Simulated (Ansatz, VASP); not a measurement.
# Al2Si2As4WSeS (Al2SSe under WSi2As4, AA') in two plane-wave programs, part 2 of 2

Aim: how closely do two programs agree when they are given the same cell, functional and k mesh? The cell is taken from a series of runs on this material, whose earlier steps may have relaxed, scaled, displaced or heated it; both programs get it as it stands.

VASP 6.6.1 and Ansatz 0.2.0.

So far: The starting structure; VASP: single point, PBE with D3(BJ).

### 3. Ansatz: single point, PBE with D3(BJ)

Level of this step: Ansatz beside VASP: Kohn-Sham DFT, plane waves, PBE with D3(BJ) (Ansatz).

Ansatz runs on its default PAW (the set named soft_2) files.

The same cell, functional, mesh and smearing now go to Ansatz, which takes its cutoff from its data sets.

The input, input.yaml:

```yaml
crystal:
  lattice:
    - [3.5845234335, 0.0, 0.0]
    - [-1.7922617168, 3.1042883539, 0.0]
    - [0.0, 0.0, 36.511677783]
  atoms:
    - { symbol: Se, position: [0.3333333333, 0.6666666667, 0.2464964786] }
    - { symbol: Al, position: [0.0, 0.0, 0.2805552744] }
    - { symbol: Al, position: [0.0, 0.0, 0.3509515034] }
    - { symbol: S, position: [0.3333333333, 0.6666666667, 0.3798686576] }
    - { symbol: As, position: [0.3333333333, 0.6666666667, 0.481889431] }
    - { symbol: Si, position: [0.0, 0.0, 0.5125410195] }
    - { symbol: As, position: [0.0, 0.0, 0.5767533402] }
    - { symbol: W, position: [0.3333333333, 0.6666666667, 0.6176798191] }
    - { symbol: As, position: [0.0, 0.0, 0.6586046457] }
    - { symbol: Si, position: [0.0, 0.0, 0.7228410305] }
    - { symbol: As, position: [0.3333333333, 0.6666666667, 0.7535035214] }
kpoints:
  mp_grid: { grid: [18, 18, 1] }
  band_path:
    path: [[0, 0, 0], [0.5, 0, 0], [0.33333333, 0.33333333, 0], [0, 0, 0]]
    npoints: 16
hamiltonian:
  xc: pbe
  dispersion: d3bj
scf:
  occupations: { method: fermi_dirac, width: 0.02585 }
  convergence: { dr2_threshold: 1.0e-10 }
efield:
  axis: 3
  dipole_correction: true
  ramp_position: 0.97
  ramp_width: 0.06
  amplitude: 0
output:
  dos: { projected: true, e_range: [-6, 5] }
  bader: true
  write_potential: true
  write_density: true
  volumetric_format: npy
  elf: true
```

The run is started by

```
$ ansatz run input.yaml --threads 4 --pin off --max-ram 12288MiB --backend cpu --events-out ev --progress --plain --runs-dir out
```

Numbers of over 12 decimals in the logs are rounded to 6 here.

The log of the run:

```text
Engine: ansatz 0.2.0, x86_64-unknown-linux-gnu
Pseudopotentials: kind: paw
Pseudopotential: Se, paw, valence charge 16, recommended cutoff 420 eV (normal), Se.paw.azcp
Pseudopotential: Al, paw, valence charge 3, recommended cutoff 420 eV (normal), Al.paw.azcp
Pseudopotential: S, paw, valence charge 6, recommended cutoff 420 eV (normal), S.paw.azcp
Pseudopotential: As, paw, valence charge 15, recommended cutoff 420 eV (normal), As.paw.azcp
Pseudopotential: Si, paw, valence charge 4, recommended cutoff 420 eV (normal), Si.paw.azcp
Pseudopotential: W, paw, valence charge 14, recommended cutoff 420 eV (normal), W.paw.azcp
Functional definition: PBE
  parameter kappa = 0.804
  parameter beta = 0.066725
  exchange = pbe_x(kappa = kappa, mu = beta*pi^2/3)
  correlation = pbe_c(beta = beta)
Crystal: 11 atoms, lattice volume = 406.280 Å³
Basis set: ecut = 420 eV, 7797 PW (Γ)
Bands: 66, of which v1, the nominal top of the filled ones, is band 55 counted from 1 (54 counted from 0)
Symmetry: 6 space group operations
Space group: P3m1 (ITA 156), of the structure as read, at distance tolerance 7.4e-5 Å
k-points: 37 of 324 (time reversal used)
Non-local potential: Se, projectors of the file, l = 0: 2, l = 1: 2, l = 2: 3, l = 3: 1
Non-local potential: Al, projectors of the file, l = 0: 2, l = 1: 2, l = 2: 1
Non-local potential: S, projectors of the file, l = 0: 2, l = 1: 2, l = 2: 2
Non-local potential: As, projectors of the file, l = 0: 2, l = 1: 2, l = 2: 3, l = 3: 1
Non-local potential: Si, projectors of the file, l = 0: 2, l = 1: 2, l = 2: 2
Non-local potential: W, projectors of the file, l = 0: 3, l = 1: 2, l = 2: 2, l = 3: 1
PAW form: soft (Blöchl's): semilocal exchange-correlation on the pseudo side does not see the compensation charge
PAW one-centre angular grid: Se, 590 points (default); XC on 64 Gauss nodes
PAW one-centre angular grid: Al, 110 points (default); XC on 64 Gauss nodes
PAW one-centre angular grid: S, 110 points (default); XC on 64 Gauss nodes
PAW one-centre angular grid: As, 590 points (default); XC on 64 Gauss nodes
PAW one-centre angular grid: Si, 110 points (default); XC on 64 Gauss nodes
PAW one-centre angular grid: W, 590 points (default); XC on 64 Gauss nodes
Initial density: superposition of atomic densities (neutral atoms: chi_scale 0, normalization atom), corrected by the library's trained network
Initial wavefunctions: pseudopotential atomic-orbital guess
Functional: x = pbe(κ = 0.804, μ = 0.219515), c = pbe(β = 0.066725)
SCF iter   1: F=—  HF=-38534.118905 eV  |F-HF|=—  |Δ(HF+E_count)|=         —  Δρ=3.88e-3  dr2=6.45e-1  ethr=1.77e-3  p=0.023 e·Å  D=1.01e-2 V/Å  ΔV_dip=-0.37 eV  dr2_dipole=5.68e-3  V_vac-E_F(+/−)=4.95/5.33 eV  ⟨swp⟩=8.4  Hψ=10270  notcnv=0  defer=4
efield: sawtooth ramp at fractional position 0.9700 (set: `efield.ramp_position`, or a place that a band, a saddle search or an elastic batch's reference lends), width 0.0600; the density the first Hamiltonian is built on has a dipole p = 0.023 e·Å; the dipole correction subtracts the counter field D = 1.01e-2 V/Å, which shifts the + side's vacuum level by -0.37 eV against the − side's; the planar-averaged density in the ramp window peaks in size at 1.4e-5 e/Å³
preconditioner: auto → Resta (q_TF=auto, 2.194 Å⁻¹)  ε∞=3.6  [insulator: Δε(μ)=0.694 eV  Ē_g=8.310 eV  σ=0.026 eV  W_gap=1.00  n_scr=78 (ndim 8)  ℏωp=13.3 eV  f_vac=0.419  D(μ)=0.00/eV (n_scr^D=0)  ε∞_Penn≈3.6  vacuum switching on, ρ_ref=5.0e-3 e/Å³]
SCF iter   2: F=—  HF=-38534.098580 eV  |F-HF|=—  |Δ(HF+E_count)|=   2.03e-2  Δρ=3.88e-3  dr2=4.14e-1  ethr=5.86e-4  p=-0.006 e·Å  D=-2.53e-3 V/Å  ΔV_dip=0.09 eV  dr2_dipole=1.32e-3  V_vac-E_F(+/−)=4.28/4.19 eV  ⟨swp⟩=3.2  Hψ=3428  notcnv=0  defer=155
SCF iter   3: F=—  HF=-38534.060738 eV  |F-HF|=—  |Δ(HF+E_count)|=   3.78e-2  Δρ=1.13e-3  dr2=6.71e-3  ethr=3.76e-4  p=0.000 e·Å  D=5.71e-5 V/Å  ΔV_dip=-0.00 eV  dr2_dipole=6.79e-5  V_vac-E_F(+/−)=4.47/4.47 eV  ⟨swp⟩=2.9  Hψ=3208  notcnv=0  defer=137
SCF iter   4: F=—  HF=-38534.060816 eV  |F-HF|=—  |Δ(HF+E_count)|=   7.73e-5  Δρ=4.31e-4  dr2=1.32e-3  ethr=6.10e-6  p=-0.007 e·Å  D=-3.03e-3 V/Å  ΔV_dip=0.11 eV  dr2_dipole=9.08e-5  V_vac-E_F(+/−)=4.49/4.38 eV  ⟨swp⟩=2.2  Hψ=3515  notcnv=0  defer=143
SCF iter   5: F=—  HF=-38534.061012 eV  |F-HF|=—  |Δ(HF+E_count)|=   1.96e-4  Δρ=1.68e-4  dr2=7.38e-4  ethr=1.20e-6  p=-0.006 e·Å  D=-2.46e-3 V/Å  ΔV_dip=0.09 eV  dr2_dipole=2.54e-4  V_vac-E_F(+/−)=4.45/4.36 eV  ⟨swp⟩=2.1  Hψ=3035  notcnv=0  defer=143
SCF iter   6: F=—  HF=-38534.060985 eV  |F-HF|=—  |Δ(HF+E_count)|=   2.68e-5  Δρ=8.86e-5  dr2=1.00e-4  ethr=6.71e-7  p=-0.009 e·Å  D=-3.94e-3 V/Å  ΔV_dip=0.14 eV  dr2_dipole=2.87e-5  V_vac-E_F(+/−)=4.49/4.35 eV  ⟨swp⟩=2.0  Hψ=2658  notcnv=0  defer=143
[...]
SCF iter   9: F=—  HF=-38534.060952 eV  |F-HF|=—  |Δ(HF+E_count)|=   3.72e-7  Δρ=3.78e-6  dr2=1.54e-7  ethr=1.14e-9  p=-0.009 e·Å  D=-3.87e-3 V/Å  ΔV_dip=0.14 eV  dr2_dipole=3.64e-9  V_vac-E_F(+/−)=4.48/4.34 eV  ⟨swp⟩=2.0  Hψ=3117  notcnv=0  defer=146
SCF iter  10: F=—  HF=-38534.060952 eV  |F-HF|=—  |Δ(HF+E_count)|=   2.01e-8  Δρ=1.51e-6  dr2=2.52e-8  ethr=1.40e-10  p=-0.009 e·Å  D=-3.87e-3 V/Å  ΔV_dip=0.14 eV  dr2_dipole=1.53e-9  V_vac-E_F(+/−)=4.48/4.34 eV  ⟨swp⟩=2.4  Hψ=3245  notcnv=0  defer=146
SCF iter  11: F=—  HF=-38534.060952 eV  |F-HF|=—  |Δ(HF+E_count)|=   1.38e-9  Δρ=6.07e-7  dr2=2.74e-9  ethr=2.29e-11  p=-0.009 e·Å  D=-3.88e-3 V/Å  ΔV_dip=0.14 eV  dr2_dipole=8.87e-15  V_vac-E_F(+/−)=4.48/4.34 eV  ⟨swp⟩=2.5  Hψ=3315  notcnv=0  defer=146
SCF iter  12: F=—  HF=-38534.060952 eV  |F-HF|=—  |Δ(HF+E_count)|=  5.68e-10  Δρ=2.37e-7  dr2=5.37e-10  ethr=2.49e-12  p=-0.009 e·Å  D=-3.88e-3 V/Å  ΔV_dip=0.14 eV  dr2_dipole=1.24e-11  V_vac-E_F(+/−)=4.48/4.34 eV  ⟨swp⟩=2.4  Hψ=3771  notcnv=0  defer=146
SCF iter  13: F=—  HF=-38534.060952 eV  |F-HF|=—  |Δ(HF+E_count)|=  1.38e-10  Δρ=1.39e-7  dr2=5.66e-10  ethr=1.00e-12  p=-0.009 e·Å  D=-3.89e-3 V/Å  ΔV_dip=0.14 eV  dr2_dipole=6.86e-13  V_vac-E_F(+/−)=4.48/4.34 eV  ⟨swp⟩=2.0  Hψ=2866  notcnv=0  defer=146
SCF iter  14: F=-38534.060952 eV  HF=-38534.060952 eV  |F-HF|=1.38e-10  |Δ(HF+E_count)|=  3.64e-11  Δρ=4.92e-8  dr2=3.48e-11  ethr=1.00e-12  p=-0.009 e·Å  D=-3.89e-3 V/Å  ΔV_dip=0.14 eV  dr2_dipole=5.94e-13  V_vac-E_F(+/−)=4.48/4.34 eV  ⟨swp⟩=11.8  Hψ=8105  notcnv=0
SCF 1 converged in 14 iterations: F = -38534.060952 eV  dr2 = 3.48e-11
  greatest PAW one-centre occupation: 1.000 electrons in one spin orbital (limit 2), on the Se atom at site 0 (counted from 0), in its partial waves of l = 2
NSCF: frozen V_eff on 49 k-points
efield: sawtooth ramp at fractional position 0.9700 (kept from the solve that this one continues, or follows in the run), width 0.0600; the density the first Hamiltonian is built on has a dipole p = -0.009 e·Å; the dipole correction subtracts the counter field D = -3.89e-3 V/Å, which shifts the + side's vacuum level by +0.14 eV against the − side's; the planar-averaged density in the ramp window peaks in size at 6.8e-6 e/Å³
WARN: The output density's exchange-correlation potential varies sharply where the density is thin. Do not read a vacuum level from v_tot or v_xc, or from such a field of the output density. On a cell that repeats whose density bears no net charge and no dipole along the vacuum's axis use v_es (v_loc + v_h of the components); under efield.dipole_correction with no amplitude use v_es + v_field, which holds any externa [...]
SCF converged after 14 iterations
Free energy (F): -38534.060952 eV
Harris-Foulkes:  -38534.060952 eV  (|F-HF|=1.38e-10)
Internal energy: -38534.060952 eV  (E = F + TS)
E sigma→0 (E₀):  -38534.060952 eV
Entropy (-TS):   -0.000000 eV (-0.000 meV/atom)
Fermi energy:    3.307775 eV
Dipole field:    D = -0.003886 V/Å  (p = -0.008725 e·Å, saw-weighted, corrected)
Work function:   Φ+ = 4.4844 eV   Φ− = 4.3425 eV
Levels:          The Fermi level and band energies are counted from a zero that moves with the ramp; work functions are not
--- Per-component energies (eV) ---
  E_band       = -2227.495702
  E_kinetic    = 1218.638317
  E_local      = -133894.058951  (includes V_loc(G=0)·N_el)
  E_nonlocal   = -3174.871279
  E_hartree    = 66756.695773
  E_xc         = -976.155283
  E_vxc        = -894.388368  (∫ρ·V_xc dr)
  E_paw        = -20376.241691  (= ΣΔE_a)
  E_vpaw       = 1003.260417  (= ΣTr[D̂ρ^β])
  E_aug_tail   = -0.000617  (compensation charges beyond the density's cutoff)
  E_efield     = 0.000017  (sawtooth field / dipole correction)
  E_vefield    = 0.534680  (∫n·V_field dr)
  E_ewald      = 51915.515823
  E_disp       = -3.583060  (pairwise vdW)
  E_smearing   = -0.000000  (= −TS)
  E_closure    = -0.000000  (closes the sum)
  Σ components = -38534.060952   (vs F -38534.060952, Δ=0.00e0)
--- Band table (eV; the first three rows and the last of 37) ---
  k-point 0: bands = [... 51 lower, 2.3392, 2.4235, 2.4235, 2.7977, 5.1241, 5.5885, 5.6328, 5.7271, ... 7 higher]
  k-point 1: bands = [... 51 lower, 2.1941, 2.2459, 2.3380, 2.8120, 5.2933, 5.5604, 5.6786, 5.8182, ... 7 higher]
  k-point 2: bands = [... 51 lower, 2.0082, 2.0790, 2.1196, 2.7612, 5.2435, 5.2878, 5.7153, 6.0014, ... 7 higher]
  k-point 36: bands = [... 51 lower, 0.8438, 1.1766, 1.9337, 2.9760, 3.6505, 3.7283, 4.1511, 4.5764, ... 7 higher]
--- Bader charges: 11 sites ---
  site symbol  charge [e]  shift [e] shared [e]
     0     Se     -1.4427     0.0002    -1.4427
     1     Al      1.7362     0.0098     1.5720
     2     Al      1.5145     0.0027     1.4000
     3      S     -1.5316     0.0000    -1.5339
     4     As     -0.7747     0.0093    -0.7747
     5     Si      1.0726     0.0129     1.0726
     6     As     -0.7176     0.0031    -0.7176
     7      W      0.8487     0.0009     0.8487
     8     As     -0.7167     0.0030    -0.7167
     9     Si      1.0714     0.0127     1.0714
    10     As     -0.7791     0.0093    -0.7791
  maxima off the nuclei: 1, with 0.2810 electrons
  on the straight line to a nucleus their density falls by 5.3e-4 of itself; PAW files or a low cutoff
  can make one that falls by little (a run on other files and one at a higher cutoff tell): if they did, read the shared
  charge, to which what the maxima have on the atom's side is counted
  estimated error of the sums over rays = 7.8e-4 e
```

### 4. Comparison

Known differences besides the potentials themselves: the data sets hold 110 valence electrons in Ansatz (on its default PAW (the set named soft_2) files) and 52 in VASP; the cutoff is 420 eV in Ansatz and 520 eV in VASP. Total energies have different zeros and are not compared.

Both answers:

```csv
quantity,Ansatz,VASP,difference
gap on the k mesh (eV),0.675,0.706,-0.031
```

A gap on the mesh is an upper bound, since the band edges may lie between its points; neither run holds spin-orbit coupling, which can move the band edges of a compound of W. With vacuum in the cell, a pressure given here is an average over mostly empty space and none of the material.

### 5. What came out

```yaml
difference_in_gap_on_the_k_mesh_single_point_pbe_with_d3_bj: -0.031 eV
```

The difference in gap on the k mesh is -0.031 eV (single point, PBE with D3(BJ)), within the 0.08 eV picked in this series as the mark of a large difference. The data sets hold unlike numbers of valence electrons (110 in Ansatz and 52 in VASP), so part of the differences comes from the potentials. How closely two codes agree says nothing of how well the functional describes the real material.

[Lines on the potential files, build, host, timing and source positions are cut from VASP's logs without a mark.]

[Logs are printed without paths, hosts, clocks, repeated set-up lines and the standing remarks that a program may print on its own settings, such as how far it seeks lower states.]

[Hosts, paths, dates, database ids (printed as entryN), source tags and the programs' standing remarks are cut or masked in the printed files.]
